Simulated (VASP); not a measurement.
```
Ru
1.0
    1.38210    -2.39387     0.00000
    1.38210     2.39387     0.00000
    0.00000     0.00000     4.36560
Ru
2
Direct
  0.33333   0.66667   0.25000
  0.66667   0.33333   0.75000
```

The base run (VASP): PBE GGA, plane waves, VASP's PBE PAW potentials (set 64). Numerical set-up: 400 eV cut-off, 14×14×8 Γ-centred mesh, first-order Methfessel-Paxton smearing of 0.10 eV, potentials Ru_pv.

One setting is varied; ΔE counts from the most expensive setting. The base run took about 10 core-seconds. Costs are core time on shared hosts, one run each; read them as rough ratios.

Pressures at a finite cut-off, here 400 eV, hold a Pulay part, which wasn't tested here.

```tsv
setting	cost over the base run	electronic steps	ΔE (meV/atom)	pressure (GPa)
KPOINTS 3×3×2 Γ-centred mesh	about 1/6	11	408.0	-7.12
KPOINTS 7×7×4 Γ-centred mesh	about 1/3	11	30.5	-13.87
KPOINTS 9×9×5 Γ-centred mesh	about 1/3	12	-12.0	-14.54
KPOINTS 12×12×7 Γ-centred mesh	within a factor of 2	11	-4.3	-14.49
base run	reference	12	2.0	-14.27
KPOINTS 15×15×9 Γ-centred mesh	within a factor of 2	12	-2.5	-14.39
KPOINTS 16×16×9 Γ-centred mesh	within a factor of 2	11	-2.3	-14.40
KPOINTS 18×18×10 Γ-centred mesh	within a factor of 2	12	0.0	-14.36
```

Left out are runs that failed, have no time on record or changed the cell.

The compound is Ru in the hcp structure. The cell was not relaxed at this level.
